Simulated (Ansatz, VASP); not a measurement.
# NaGaGeS4: VASP beside Ansatz, part 2 of 3

Wanted: the spread between two codes on one cell, functional and k mesh. Of the first pair: The structure shown is the start of the Ansatz relaxation below; VASP solves that cell, so the two are compared at the walk's first step.

VASP 6.6.1 and Ansatz 0.2.0.

So far: Starting point; Ansatz: relaxation, PBE with D3(BJ).

**3. VASP: single point, PBE with D3(BJ), start cell, pair 1**

Level of this step: PBE with D3(BJ); plane waves and PAW (Ge_d, Ga_d, Na_pv, S) (VASP).

The same cell, functional, mesh and smearing now go to VASP, with its own data sets.

Lines of VASP's logs that name or quote its potential files are left out, and so is its time.

Input file INCAR:

```
SYSTEM = NaGaGeS4
PREC = Accurate
ENCUT = 410
EDIFF = 1E-06
NELM = 120
ISMEAR = -1
SIGMA = 0.05
LREAL = .FALSE.
ALGO = Normal
GGA = PE
IVDW = 12
NBANDS = 136
LORBIT = 11
LWAVE = .FALSE.
LCHARG = .FALSE.
ISIF = 2
LASPH = .TRUE.
GGA_COMPAT = .FALSE.
EFERMI = MIDGAP
KPAR = 4
```

Input file POSCAR:

```
NaGaGeS4
1.0
    8.7921410000      0.0000000000      0.0000000000
    0.0000000000      8.7921410000      0.0000000000
    0.0000000000      0.0000000000      8.7921410000
Ge Ga Na S
4 4 4 16
Direct
    0.0181780524      0.9983591027      0.9572780964
    0.7255530820      0.0523759799      0.4636900159
    0.4405730072      0.5486800087      0.3851040378
    0.0560240105      0.3335800688      0.3501040304
    0.8264160004      0.3571370159      0.7407640528
    0.4121120214      0.9215370864      0.1430610587
    0.8106410031      0.6097650163      0.1014560617
    0.6230170785      0.7281640501      0.7504749981
    0.2581510010      0.6362880213      0.8630029932
    0.3689060492      0.0944049919      0.6197290285
    0.5864530608      0.1951520113      0.9852500091
    0.0423080112      0.7380640279      0.4695429703
    0.2200310482      0.0560450521      0.0867000427
    0.9962510838      0.4727180786      0.1651380477
    0.7243260771      0.8582010912      0.5942380815
    0.7488490005      0.5497790584      0.8638380572
    0.9840480265      0.4174040202      0.5659930841
    0.1196650509      0.9293240406      0.7457000519
    0.3275130597      0.7275450883      0.2499360508
    0.8863530510      0.8280440452      0.0573079981
    0.2956490347      0.3604080053      0.3793460546
    0.6649350824      0.2322289872      0.6094540568
    0.6463010545      0.5504520458      0.2599370279
    0.5159409978      0.8598800906      0.9362000678
    0.9319330752      0.1294049993      0.3651590665
    0.8879790486      0.2012509808      0.9145710925
    0.5548129858      0.0275179845      0.3061729788
    0.4582949705      0.6135430494      0.6118200334
```

Input file KPOINTS:

```
Automatic mesh
0
Gamma
2 2 2
0 0 0
```

Potentials, in the order of the species: Ge_d, Ga_d, Na_pv and S (PBE family, release 64).

Launch:

```console
mpirun -np 4 vasp_std
```

Numbers of over 12 decimals in the logs are rounded to 6 here.

What it wrote:

```text
[banner, memory and clock lines left out]
running    4 mpi-ranks, on    1 nodes
 distrk:  each k-point on    1 cores,    4 groups
 distr:  one band on    1 cores,    1 groups

 POSCAR found type information on POSCAR GeGaNaS
 POSCAR found :  4 types and      28 ions
|                                                                             |
|               ----> ADVICE to this user running VASP <----                  |
|                                                                             |
|     You have a (more or less) 'large supercell' and for larger cells it     |
|     might be more efficient to use real-space projection operators.         |
|     Therefore, try LREAL= Auto in the INCAR file.                           |
|     Mind: For very accurate calculation, you might also keep the            |
|     reciprocal projection scheme (i.e. LREAL=.FALSE.).                      |
|                                                                             |

 LDA part: xc-table for (Slater+PW92), standard interpolation
 POSCAR, INCAR and KPOINTS ok, starting setup
 FFT: planning ... GRIDC
 FFT: planning ... GRID_SOFT
 FFT: planning ... GRID
 WAVECAR not read
 entering main loop
       N       E                     dE             d eps       ncg     rms          rms(c)
DAV:   1     0.309540658941E+04    0.30954E+04   -0.83758E+04  2752   0.228E+03
DAV:   2     0.666546518539E+03   -0.24289E+04   -0.23301E+04  2272   0.743E+02
DAV:   3    -0.257389735664E+02   -0.69229E+03   -0.66510E+03  2672   0.249E+02
DAV:   4    -0.106728473445E+03   -0.80989E+02   -0.79748E+02  2544   0.920E+01
DAV:   5    -0.112320746320E+03   -0.55923E+01   -0.55572E+01  3144   0.254E+01    0.300E+01
DAV:   6    -0.105768538100E+03    0.65522E+01   -0.11940E+01  3336   0.296E+01    0.199E+01
DAV:   7    -0.105330465443E+03    0.43807E+00   -0.11431E+01  2896   0.113E+01    0.692E+00
DAV:   8    -0.105217733505E+03    0.11273E+00   -0.37481E+00  2872   0.113E+01    0.419E+00
DAV:   9    -0.105199779139E+03    0.17954E-01   -0.29991E-01  2408   0.349E+00    0.132E+00
DAV:  10    -0.105194177531E+03    0.56016E-02   -0.12635E-01  2976   0.138E+00    0.117E+00
DAV:  11    -0.105198962951E+03   -0.47854E-02   -0.26340E-02  2520   0.628E-01    0.686E-01
DAV:  12    -0.105199550591E+03   -0.58764E-03   -0.39970E-03  2872   0.400E-01    0.603E-01
DAV:  13    -0.105202315323E+03   -0.27647E-02   -0.75046E-03  2336   0.458E-01    0.293E-01
DAV:  14    -0.105202452901E+03   -0.13758E-03   -0.12079E-03  3040   0.178E-01    0.228E-01
DAV:  15    -0.105202466463E+03   -0.13561E-04   -0.18334E-04  2824   0.514E-02    0.168E-01
DAV:  16    -0.105202598117E+03   -0.13165E-03   -0.18527E-04  2440   0.679E-02    0.858E-02
DAV:  17    -0.105202687629E+03   -0.89511E-04   -0.21735E-04  2760   0.571E-02    0.922E-02
DAV:  18    -0.105202679516E+03    0.81127E-05   -0.49791E-05  2408   0.349E-02    0.608E-02
DAV:  19    -0.105202681709E+03   -0.21934E-05   -0.40036E-05  2224   0.172E-02    0.197E-02
DAV:  20    -0.105202683133E+03   -0.14234E-05   -0.38487E-06  2032   0.130E-02    0.121E-02
DAV:  21    -0.105202684165E+03   -0.10324E-05   -0.18262E-06  1600   0.707E-03    0.125E-02
DAV:  22    -0.105202684301E+03   -0.13555E-06   -0.12529E-06  1472   0.618E-03
   1 F= -.11201911E+03 E0= -.11201371E+03  d E =-.108089E-01
```

OUTCAR, selected parts (step 3):

```text
ion  position               nearest neighbor table
   1  0.018  0.998  0.957-  20 2.09  18 2.15  26 2.15  13 2.17
   2  0.726  0.052  0.464-  27 2.05  15 2.06  22 2.10  25 2.12
   3  0.441  0.549  0.385-  28 2.08  21 2.09  23 2.12  19 2.21
   4  0.056  0.334  0.350-  14 2.10  25 2.10  17 2.13  21 2.14
   5  0.826  0.357  0.741-  16 2.12  26 2.12  22 2.13  17 2.14
   6  0.412  0.922  0.143-  19 2.08  24 2.11  13 2.12  27 2.12
   7  0.811  0.610  0.101-  20 2.07  23 2.07  14 2.10  16 2.22
   8  0.623  0.728  0.750-  15 2.00  28 2.14  16 2.16  24 2.21
   9  0.258  0.636  0.863-
  10  0.369  0.094  0.620-
  11  0.586  0.195  0.985-  26 2.72
  12  0.042  0.738  0.470-
  13  0.220  0.056  0.087-   6 2.12   1 2.17
  14  0.996  0.473  0.165-   4 2.10   7 2.10
  15  0.724  0.858  0.594-   8 2.00   2 2.06
  16  0.749  0.550  0.864-   5 2.12   8 2.16   7 2.22
  17  0.984  0.417  0.566-   4 2.13   5 2.14
  18  0.120  0.929  0.746-   1 2.15
  19  0.328  0.728  0.250-   6 2.08   3 2.21
  20  0.886  0.828  0.057-   7 2.07   1 2.09
  21  0.296  0.360  0.379-   3 2.09   4 2.14
  22  0.665  0.232  0.609-   2 2.10   5 2.13
  23  0.646  0.550  0.260-   7 2.07   3 2.12
  24  0.516  0.860  0.936-   6 2.11   8 2.21
  25  0.932  0.129  0.365-   4 2.10   2 2.12
  26  0.888  0.201  0.915-   5 2.12   1 2.15  11 2.72
  27  0.555  0.028  0.306-   2 2.05   6 2.12
  28  0.458  0.614  0.612-   3 2.08   8 2.14

  LATTYP: Found a simple cubic cell.
 ALAT       =     8.7921410000

 Subroutine GETGRP returns: Found  1 space group operations
 (whereof  1 operations were pure point group operations)

The static configuration has the point symmetry C_1 .

 Found      8 irreducible k-points:

   k-points           NKPTS =      8   k-points in BZ     NKDIM =      8   number of bands    NBANDS=    136

   dimension x,y,z NGX =    60 NGY =   60 NGZ =   60
   dimension x,y,z NGXF=   120 NGYF=  120 NGZF=  120

   ENCUT  =  410.0 eV  30.13 Ry    5.49 a.u.  14.52 14.52 14.52*2*pi/ulx,y,z

   NELECT =     232.0000    total number of electrons

 k-points in reciprocal lattice and weights: Automatic mesh
   0.00000000  0.00000000  0.00000000       0.125
   0.50000000  0.00000000  0.00000000       0.125
   0.00000000  0.50000000  0.00000000       0.125
   0.00000000  0.00000000  0.50000000       0.125
   0.50000000  0.50000000  0.00000000       0.125
   0.00000000  0.50000000  0.50000000       0.125
   0.50000000  0.00000000  0.50000000       0.125
   0.50000000  0.50000000  0.50000000       0.125

 average (electrostatic) potential at core
       1 -77.1779       2 -77.6513       3 -77.6661       4 -77.7159       5 -68.2373
       6 -68.0456       7 -68.4551       8 -68.4604       9 -47.3578      10 -47.1418
      11 -47.5106      12 -46.9614      13 -88.3880      14 -88.7006      15 -88.6247
      16 -89.6143      17 -88.2368      18 -87.3086      19 -88.0679      20 -88.3734
      21 -89.2673      22 -88.4499      23 -88.3993      24 -88.1315      25 -88.6436
      26 -88.4026      27 -88.6793      28 -88.8729

 E-fermi :   2.5266

 k-point     1 :       0.0000    0.0000    0.0000
  band No.  band energies     occupation
    ...
    112       1.6989      2.00000
    113       1.8478      2.00000
    114       1.9848      1.99996
    115       2.0881      1.99969
    116       2.2777      1.98631
    117       2.6347      0.20647
    118       4.1115      0.00000
    119       4.4255      0.00000
    120       5.0609      0.00000
    121       5.1127      0.00000
    ...

 k-point     2 :       0.5000    0.0000    0.0000
  band No.  band energies     occupation
    ...
    112       1.8110      2.00000
    113       1.8358      2.00000
    114       1.8978      1.99999
    115       1.9371      1.99998
    116       2.2947      1.98082
    117       3.2509      0.00000
    118       3.9491      0.00000
    119       4.2584      0.00000
    120       5.0510      0.00000
    121       5.2210      0.00000
    ...

 k-point     3 :       0.0000    0.5000    0.0000
  band No.  band energies     occupation
    ...
    112       1.7949      2.00000
    113       1.8199      2.00000
    114       1.9109      1.99999
    115       2.0737      1.99977
    116       2.1963      1.99730
    117       3.0708      0.00004
    118       3.8553      0.00000
    119       4.4315      0.00000
    120       5.0508      0.00000
    121       5.2688      0.00000
    ...

 Edisp (eV)   -6.81643

  Total      44.44765    43.55570    39.23879     5.91906    -1.17271    -1.84229
  in kB     104.77928   102.67664    92.50011    13.95337    -2.76452    -4.34295
  external pressure =       99.99 kB  Pullay stress =        0.00 kB

  energy-cutoff  :      410.00
  volume of cell :      679.65
      direct lattice vectors                 reciprocal lattice vectors
     8.792141000  0.000000000  0.000000000     0.113737939  0.000000000  0.000000000
     0.000000000  8.792141000  0.000000000     0.000000000  0.113737939  0.000000000
     0.000000000  0.000000000  8.792141000     0.000000000  0.000000000  0.113737939

 POSITION                                       TOTAL-FORCE (eV/Angst)
 -----------------------------------------------------------------------------------
      0.15982      8.77771      8.41652         1.428003     -0.399539     -2.143578
      6.37916      0.46050      4.07683         0.947082      1.281938      0.652018
      3.87358      4.82407      3.38589         0.241193      2.662582     -2.001519
      0.49257      2.93288      3.07816        -1.501750      0.749976      0.487799
      7.26597      3.14000      6.51290         0.984170     -0.872312     -1.399984
      3.62335      8.10228      1.25781         0.102724     -0.983645     -0.094452
      7.12727      5.36114      0.89202        -0.506381     -0.325161     -0.423923
      5.47765      6.40212      6.59828        -1.104977     -0.207596      2.439799
      2.26970      5.59433      7.58764        -0.280438      0.421410      0.136225
      3.24347      0.83002      5.44875        -0.197114     -0.111187     -0.019350
      5.15618      1.71580      8.66246         0.074098     -0.201691      0.206789
      0.37198      6.48916      4.12829        -0.051327      0.138646      0.040177
      1.93454      0.49276      0.76228        -0.397408      2.932184      1.041603
      8.75918      4.15620      1.45192         2.558875     -0.016439     -1.236606
      6.36838      7.54543      5.22463         3.463963     -0.135375     -1.995349
      6.58399      4.83374      7.59499        -0.296263     -0.449696      0.285502
      8.65189      3.66987      4.97629         1.632263      3.057996      1.039901
      1.05211      8.17075      6.55630         0.504763     -0.763385     -1.165271
      2.87954      6.39668      2.19747        -3.216235     -2.122931      1.231934
      7.79294      7.28028      0.50386        -0.489006      1.720208      1.270076
      2.59939      3.16876      3.33526         1.138961     -3.131734      0.141757
      5.84620      2.04179      5.35841        -3.938992      1.003939      0.440345
      5.68237      4.83965      2.28540         0.141205     -1.834365      1.599751
      4.53623      7.56019      8.23120         0.573040      0.182812     -2.253613
      8.19369      1.13775      3.21053         1.470497     -3.172625     -2.186796
      7.80724      1.76943      8.04104        -0.336517     -0.275650      2.554797
      4.87799      0.24194      2.69192        -0.792036      1.835710     -0.467713
      4.02939      5.39436      5.37921        -2.152394     -0.984069      1.819680
 -----------------------------------------------------------------------------------
    total drift:                                0.002046      0.003266     -0.003039

  FREE ENERGIE OF THE ION-ELECTRON SYSTEM (eV)
  ---------------------------------------------------
  free  energy   TOTEN  =      -112.0191140963 eV

  energy  without entropy=     -112.0083052343  energy(sigma->0) =     -112.01370967

 total charge
# of ion       s       p       d       tot
------------------------------------------
    1        1.053   1.269  10.242  12.564
    2        1.064   1.366  10.299  12.729
    3        1.064   1.307  10.254  12.624
    4        1.067   1.303  10.257  12.627
    5        0.844   0.992  10.164  12.001
    6        0.852   1.007  10.187  12.046
    7        0.844   0.971  10.184  11.999
    8        0.845   0.979  10.178  12.002
    9        0.035   5.963   0.000   5.999
   10        0.039   5.966   0.000   6.005
   11        0.039   5.967   0.000   6.007
   12        0.033   5.963   0.000   5.996
   13        1.329   2.472   0.000   3.801
   14        1.332   2.490   0.000   3.822
   15        1.314   2.591   0.000   3.905
   16        1.325   2.529   0.000   3.853
   17        1.320   2.519   0.000   3.839
   18        1.330   2.420   0.000   3.749
   19        1.330   2.494   0.000   3.823
   20        1.311   2.547   0.000   3.858
   21        1.332   2.485   0.000   3.818
   22        1.326   2.523   0.000   3.849
   23        1.315   2.525   0.000   3.840
   24        1.313   2.509   0.000   3.821
   25        1.326   2.501   0.000   3.828
   26        1.319   2.513   0.000   3.832
   27        1.315   2.542   0.000   3.857
   28        1.325   2.518   0.000   3.843
--------------------------------------------------
tot         28.939  73.233  81.765 183.937

[... 3 further parts left out ...]
```

The run ends at a pressure of 10.00 GPa, with forces up to 4.1 eV/Å.

**4. Side by side**

Known differences besides the potentials themselves: the data sets hold 240 valence electrons in Ansatz (on its PAW soft_1 files) and 232 in VASP; the cutoff is 420 eV in Ansatz and 410 eV in VASP. Total energies have different zeros and are not compared.

Forces on 10 of the 28 atoms, those with the largest forces and the largest differences (eV/Å; atoms numbered as in POSCAR):

```tsv
atom	Ansatz x, y, z	VASP x, y, z
Ge3	0.247, 2.653, -2.017	0.241, 2.663, -2.002
Ga8	-1.125, -0.239, 2.501	-1.105, -0.208, 2.440
S15	3.495, -0.140, -2.013	3.464, -0.135, -1.995
S17	1.638, 3.082, 1.056	1.632, 3.058, 1.040
S18	0.528, -0.776, -1.208	0.505, -0.763, -1.165
S19	-3.248, -2.146, 1.241	-3.216, -2.123, 1.232
S21	1.140, -3.165, 0.147	1.139, -3.132, 0.142
S22	-3.974, 1.026, 0.460	-3.939, 1.004, 0.440
S25	1.475, -3.198, -2.194	1.470, -3.173, -2.187
S28	-2.165, -0.974, 1.871	-2.152, -0.984, 1.820
```

The forces differ by 20 meV/Å r.m.s., which is 1.3 % of the r.m.s. force of 1.479 eV/Å (both taken over all components).

**5. Ansatz: relaxation, PBE with D3(BJ)**

This run makes the geometry at which the two programs are then compared. The cell compared in this pair holds 656.31 Å³, against 679.65 Å³ for the pair before.

The structure compared here is the end of the Ansatz relaxation.

Input file input.yaml:

```yaml
crystal:
  lattice:
    - [8.7921414486, 0.0, 0.0]
    - [0.0, 8.7921414486, 0.0]
    - [0.0, 0.0, 8.7921414486]
  atoms:
    - { symbol: Ge, position: [0.018178, 0.998359, 0.957278] }
    - { symbol: Ge, position: [0.725553, 0.052376, 0.46369] }
    - { symbol: Ge, position: [0.440573, 0.54868, 0.385104] }
    - { symbol: Ge, position: [0.056024, 0.33358, 0.350104] }
    - { symbol: Ga, position: [0.826416, 0.357137, 0.740764] }
    - { symbol: Ga, position: [0.412112, 0.921537, 0.143061] }
    - { symbol: Ga, position: [0.810641, 0.609765, 0.101456] }
    - { symbol: Ga, position: [0.623017, 0.728164, 0.750475] }
    - { symbol: Na, position: [0.258151, 0.636288, 0.863003] }
    - { symbol: Na, position: [0.368906, 0.094405, 0.619729] }
    - { symbol: Na, position: [0.586453, 0.195152, 0.98525] }
    - { symbol: Na, position: [0.042308, 0.738064, 0.469543] }
    - { symbol: S, position: [0.220031, 0.056045, 0.0867] }
    - { symbol: S, position: [0.996251, 0.472718, 0.165138] }
    - { symbol: S, position: [0.724326, 0.858201, 0.594238] }
    - { symbol: S, position: [0.748849, 0.549779, 0.863838] }
    - { symbol: S, position: [0.984048, 0.417404, 0.565993] }
    - { symbol: S, position: [0.119665, 0.929324, 0.7457] }
    - { symbol: S, position: [0.327513, 0.727545, 0.249936] }
    - { symbol: S, position: [0.886353, 0.828044, 0.057308] }
    - { symbol: S, position: [0.295649, 0.360408, 0.379346] }
    - { symbol: S, position: [0.664935, 0.232229, 0.609454] }
    - { symbol: S, position: [0.646301, 0.550452, 0.259937] }
    - { symbol: S, position: [0.515941, 0.85988, 0.9362] }
    - { symbol: S, position: [0.931933, 0.129405, 0.365159] }
    - { symbol: S, position: [0.887979, 0.201251, 0.914571] }
    - { symbol: S, position: [0.554813, 0.027518, 0.306173] }
    - { symbol: S, position: [0.458295, 0.613543, 0.61182] }
  symmetry: { detect: false }
kpoints:
  mp_grid: { grid: [2, 2, 2] }
scf:
  occupations: { method: fermi_dirac, width: 0.05 }
hamiltonian:
  xc: pbe
  dispersion: d3bj
  pseudopotentials: { kind: paw, azcp: { folder: soft_1 } }
output:
  forces: true
  stress: true
relax:
  f_tol: 0.04
  max_steps: 160
  escape_saddle: false
  cell: { stress_tol: 0.4, fix: [] }
```

Launch:

```console
ansatz run input.yaml --threads 4 --pin off --max-ram 14336MiB --backend cpu --events-out ev --progress --plain --runs-dir out
```

What it wrote:

```text
[...]
Crystal: 28 atoms, lattice volume = 679.648 Å³
Basis set: ecut = 420 eV, 13205 PW (Γ), exchange–correlation on 120×120×120 points (8 copies of the dense FFT grid, shifted against one another)
Bands: 148, of which v1, the nominal top of the filled ones, is band 120 counted from 1 (119 counted from 0)
Symmetry: 1 space group operations
k-points: 8
[...]
- { symbol: S, position: [0.127365, 0.858468, 0.726228] }
    - { symbol: S, position: [0.295035, 0.715276, 0.289162] }
    - { symbol: S, position: [0.868259, 0.860275, 0.114753] }
[...]
- { symbol: S, position: [0.945038, 0.134048, 0.392251] }
    - { symbol: S, position: [1.013451, 0.221096, 0.853449] }
    - { symbol: S, position: [0.554210, 0.117363, 0.256751] }
    - { symbol: S, position: [0.397123, 0.524615, 0.674289] }
[key lines of the parts left out:]
SCF converged after 5 iterations
Free energy (F): -52714.176556 eV
Fermi energy:    4.911356 eV
P = ⅓ Tr σ = -0.0029 GPa (-0.029 kbar)
```

(Part 2 of 3 ends here.)

[Lines on the potential files, build, host, timing and source positions are cut from VASP's logs without a mark.]

[Logs are printed without paths, hosts, clocks, repeated set-up lines and the standing remarks that a program may print on its own settings, such as how far it seeks lower states.]

[Hosts, paths, dates, database ids (printed as entryN), source tags and the programs' standing remarks are cut or masked in the printed files.]
